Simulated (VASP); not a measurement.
Level of theory: PBE GGA, VASP's PBE PAW potentials (set 64) (plane waves; VASP).

The input files of a VASP run:

POSCAR:
```
AlCr2C
1
    2.8256650000     0.0000000000     0.0000000000
   -1.4128330000     2.4470970000     0.0000000000
    0.0000000000     0.0000000000    12.6038900000
Al Cr C
2 4 2
Direct
  0.6666670000   0.3333330000   0.2500000000
  0.3333330000   0.6666670000   0.7500000000
  0.3333330000   0.6666670000   0.4149400000
  0.6666670000   0.3333330000   0.5850600000
  0.6666670000   0.3333330000   0.9149400000
  0.3333330000   0.6666670000   0.0850600000
  0.0000000000   0.0000000000   0.5000000000
  0.0000000000   0.0000000000   0.0000000000
```

### INCAR
```
SYSTEM  =  AlCr2C
PREC  =  Accurate; ENCUT  =  400; LREAL  =  F
LASPH  =  T
EDIFF  =  1E-6; NELM  =  100; ALGO  =  Normal
LMAXMIX  =  4
ISMEAR  =  1; SIGMA  =  0.1
GGA  =  PE
IBRION  =  2; NSW  =  50; ISIF  =  3
EDIFFG  =  -0.01
LWAVE  =  F; LCHARG  =  F
```

**KPOINTS**
```
K-points
0
Gamma
  9 9 2
0 0 0
```

POTCAR, in this order: Al Cr_pv C (PBE.64 set). Program: vasp_std.

The run wrote:

File OSZICAR:
```
       N       E                     dE             d eps       ncg     rms          rms(c)
DAV:   1     0.663665459553E+03    0.66367E+03   -0.29768E+04  1800   0.156E+03
DAV:   2    -0.132683434959E+02   -0.67693E+03   -0.65936E+03  1797   0.504E+02
DAV:   3    -0.790305303653E+02   -0.65762E+02   -0.64306E+02  2437   0.149E+02
DAV:   4    -0.813335456952E+02   -0.23030E+01   -0.22469E+01  2262   0.259E+01
DAV:   5    -0.813825116962E+02   -0.48966E-01   -0.48619E-01  2244   0.399E+00    0.448E+01
DAV:   6    -0.731166710802E+02    0.82658E+01   -0.28814E+02  2357   0.107E+02    0.215E+01
DAV:   7    -0.661227521772E+02    0.69939E+01   -0.96165E+01  2290   0.634E+01    0.930E+00
DAV:   8    -0.655339398814E+02    0.58881E+00   -0.55834E+00  2216   0.144E+01    0.284E+00
DAV:   9    -0.654875410366E+02    0.46399E-01   -0.47576E-01  2353   0.413E+00    0.819E-01
DAV:  10    -0.654841563845E+02    0.33847E-02   -0.28393E-02  2236   0.130E+00    0.240E-01
DAV:  11    -0.654839842399E+02    0.17214E-03   -0.24546E-03  2471   0.279E-01    0.684E-02
DAV:  12    -0.654839611333E+02    0.23107E-04   -0.27270E-04  2508   0.129E-01    0.202E-02
DAV:  13    -0.654839601937E+02    0.93960E-06   -0.18887E-05  2382   0.363E-02    0.770E-03
DAV:  14    -0.654839588357E+02    0.13580E-05   -0.14353E-06  1262   0.771E-03    0.188E-03
DAV:  15    -0.654839588123E+02    0.23377E-07   -0.40353E-07  1123   0.439E-03
   1 F= -.65483959E+02 E0= -.65482231E+02  d E =-.654840E+02
       N       E                     dE             d eps       ncg     rms          rms(c)
DAV:   1    -0.659763343741E+02   -0.49238E+00   -0.95629E+00  2030   0.309E+01    0.639E+00
DAV:   2    -0.658395007024E+02    0.13683E+00   -0.10983E+01  2272   0.212E+01    0.435E+00
DAV:   3    -0.654882142296E+02    0.35129E+00   -0.30052E+00  2260   0.105E+01    0.102E+00
DAV:   4    -0.654802941939E+02    0.79200E-02   -0.56808E-02  1986   0.139E+00    0.372E-01
DAV:   5    -0.654785577437E+02    0.17365E-02   -0.99963E-03  2361   0.586E-01    0.999E-02
DAV:   6    -0.654784409856E+02    0.11676E-03   -0.49357E-04  2147   0.175E-01    0.188E-02
DAV:   7    -0.654784408348E+02    0.15079E-06   -0.40651E-05  2426   0.429E-02    0.116E-02
DAV:   8    -0.654784425246E+02   -0.16897E-05   -0.25163E-06  1566   0.118E-02    0.645E-03
DAV:   9    -0.654784439179E+02   -0.13933E-05   -0.56706E-07  1038   0.525E-03    0.113E-03
DAV:  10    -0.654784440675E+02   -0.14968E-06   -0.18823E-07  1008   0.283E-03
   2 F= -.65478444E+02 E0= -.65476766E+02  d E =0.551474E-02
       N       E                     dE             d eps       ncg     rms          rms(c)
DAV:   1    -0.656583917249E+02   -0.17995E+00   -0.32589E+00  2011   0.179E+01    0.383E+00
DAV:   2    -0.655995790132E+02    0.58813E-01   -0.34658E+00  2270   0.121E+01    0.240E+00
DAV:   3    -0.654932459348E+02    0.10633E+00   -0.92510E-01  2258   0.606E+00    0.604E-01
DAV:   4    -0.654893919373E+02    0.38540E-02   -0.22771E-02  1898   0.102E+00    0.146E-01
DAV:   5    -0.654892433696E+02    0.14857E-03   -0.24050E-03  2274   0.287E-01    0.755E-02
DAV:   6    -0.654892258461E+02    0.17524E-04   -0.29725E-04  2317   0.127E-01    0.135E-02
DAV:   7    -0.654892225145E+02    0.33316E-05   -0.37795E-05  2352   0.378E-02    0.754E-03
DAV:   8    -0.654892220190E+02    0.49551E-06   -0.37118E-06  1520   0.110E-02
   3 F= -.65489222E+02 E0= -.65487513E+02  d E =-.526321E-02
       N       E                     dE             d eps       ncg     rms          rms(c)
DAV:   1    -0.654857805854E+02    0.34419E-02   -0.46147E-01  2290   0.118E+01    0.319E-01
DAV:   2    -0.654902515037E+02   -0.44709E-02   -0.71731E-02  1945   0.212E+00    0.175E-01
DAV:   3    -0.654900882105E+02    0.16329E-03   -0.41145E-03  2366   0.511E-01    0.960E-02
DAV:   4    -0.654900117812E+02    0.76429E-04   -0.33814E-04  2097   0.163E-01    0.558E-02
DAV:   5    -0.654899783199E+02    0.33461E-04   -0.98055E-05  2303   0.945E-02    0.170E-02
DAV:   6    -0.654899757588E+02    0.25611E-05   -0.25078E-05  2208   0.348E-02    0.102E-02
DAV:   7    -0.654899744401E+02    0.13187E-05   -0.58978E-06  1778   0.185E-02    0.298E-03
DAV:   8    -0.654899744705E+02   -0.30379E-07   -0.79803E-07   963   0.572E-03
   4 F= -.65489974E+02 E0= -.65488298E+02  d E =-.752451E-03
       N       E                     dE             d eps       ncg     rms          rms(c)
DAV:   1    -0.654897991794E+02    0.17526E-03   -0.22799E-02  2290   0.262E+00    0.712E-02
DAV:   2    -0.654900210394E+02   -0.22186E-03   -0.35532E-03  1953   0.470E-01    0.391E-02
DAV:   3    -0.654900133185E+02    0.77210E-05   -0.20890E-04  2374   0.115E-01    0.215E-02
DAV:   4    -0.654900094462E+02    0.38723E-05   -0.17515E-05  2068   0.364E-02    0.125E-02
DAV:   5    -0.654900063832E+02    0.30630E-05   -0.47401E-06  1718   0.211E-02    0.392E-03
DAV:   6    -0.654900055960E+02    0.78724E-06   -0.11201E-06   946   0.823E-03
   5 F= -.65490006E+02 E0= -.65488337E+02  d E =-.783577E-03
```

**OUTCAR**
```
------------------------ aborting loop because EDIFF is reached ----------------------------------------
  FORCE on cell =-STRESS in cart. coord.  units (eV):
  Direction    XX          YY          ZZ          XY          YZ          ZX
  --------------------------------------------------------------------------------------
  Total       -0.0136973     -0.0136973     -0.0310820      0.0000000     -0.0000000      0.0000000
  in kB       -0.2491889     -0.2491888     -0.5654602      0.0000001     -0.0000000      0.0000000
  external PRESSURE =      -0.3546126 kB  Pullay stress =       0.0000000 kB
  volume of cell :       88.07
      direct lattice vectors                 reciprocal lattice vectors
     2.836515704 -0.000000002 -0.000000000     0.352545202  0.203542196  0.000000000
    -1.418258356  2.456493979  0.000000000     0.000000000  0.407084247 -0.000000000
    -0.000000000  0.000000000 12.639126301    -0.000000000 -0.000000000  0.079119393
 POSITION                                       TOTAL-FORCE (eV/Angst)
 -----------------------------------------------------------------------------------
      1.41826      0.81883      3.15978        -0.000000     -0.000000      0.000000
     -0.00000      1.63766      9.47934        -0.000000      0.000000      0.000000
     -0.00000      1.63766      5.24824        -0.000000      0.000000      0.001765
      1.41826      0.81883      7.39089         0.000000     -0.000000     -0.001765
      1.41826      0.81883     11.56780         0.000000     -0.000000      0.001765
     -0.00000      1.63766      1.07132        -0.000000      0.000000     -0.001765
      0.00000      0.00000      6.31956        -0.000000      0.000000      0.000000
      0.00000      0.00000      0.00000        -0.000000      0.000000      0.000000
 -----------------------------------------------------------------------------------
    total drift:                                0.000155     -0.000089      0.000530
  FREE ENERGIE OF THE ION-ELECTRON SYSTEM (eV)
  ---------------------------------------------------
  free  energy   TOTEN  =       -65.4900055960 eV

  energy  without entropy=      -65.4850008299  energy(sigma->0) =      -65.48833734

 reached required accuracy - stopping structural energy minimisation
```
(Selected blocks of OUTCAR.)

**CONTCAR**
```
AlCr2C
   1.00000000000000
     2.8365157040198659   -0.0000000022194860   -0.0000000000000000
    -1.4182583558520903    2.4564939786859492    0.0000000000000000
    -0.0000000000000000    0.0000000000000000   12.6391263010865078
  Al              Cr              C
     2     4     2
Direct
     0.6666669999999968    0.3333330000000032    0.2500000000000000
     0.3333330000000032    0.6666669999999968    0.7500000000000000
     0.3333330000000032    0.6666669999999968    0.4152375668839461
     0.6666669999999968    0.3333330000000032    0.5847624331160540
     0.6666669999999968    0.3333330000000032    0.9152375668839460
     0.3333330000000032    0.6666669999999968    0.0847624331160540
     0.0000000000000000    0.0000000000000000    0.5000000000000000
     0.0000000000000000    0.0000000000000000    0.0000000000000000
```

At this cut-off the stress carries a Pulay error, which pulls relaxed volumes low.

The structure comes from a computed database's AlCr2C entry; how it stands against other phases isn't given here. This run relaxes it. Symmetry was kept, so distortions that lower it aren't found. The run is one of a series of settings (EDIFFG = -0.01, IBRION = 2, ISIF = 3, NSW = 50 against the base run), some of them coarse on purpose. The run is not spin-polarised, so no magnetic state was tried.
